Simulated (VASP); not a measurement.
The system is NaCl.

```xyz
2
Lattice="0.0000 2.8434 2.8434 2.8434 0.0000 2.8434 2.8434 2.8434 0.0000" Properties=species:S:1:pos:R:3 pbc="T T T"
Na    0.0000    0.0000    0.0000
Cl    2.8434    2.8434    2.8434
```

- Program: VASP 6.6.1
- Task: relaxation of cell and atoms
- Functional: PBEsol
- Potentials or basis: VASP PAW PBE potentials, release 64 (Na, Cl)
- Cutoff: 580 eV
- k mesh: 8 × 8 × 8
- Occupations: gaussian, width 0.02 eV
- Spin: no spin polarisation

At the start: pressure -1.6 GPa; volume 22.99 Å³/atom.

Question: Where does the relaxation end?

Answer: Over 4 steps the energy falls by 7.9 meV/atom and the volume is 21.47 Å³/atom (-6.6 %); space group Fm-3m (No. 225, to 0.05 Å).

Step by step:
| step | energy change (eV) | largest force (eV/Å) | pressure (GPa) | volume (Å³) |
| --- | --- | --- | --- | --- |
| 1 | 0.0000 | 0.0000 | -1.56 | 45.98 |
| 2 | -0.0113 | 0.0000 | -0.88 | 44.51 |
| 3 | -0.0157 | 0.0000 | -0.08 | 43.08 |
| 4 | -0.0157 | 0.0000 | 0.00 | 42.95 |

Final structure:
```
CELL_PARAMETERS angstrom
0.00000 2.77955 2.77955
2.77955 0.00000 2.77955
2.77955 2.77955 0.00000
ATOMIC_POSITIONS crystal
Na 0.00000 0.00000 0.00000
Cl 0.50000 0.50000 0.50000
```

Caveat: the PAW data sets were made with another functional, which shifts forces and pressure a little.
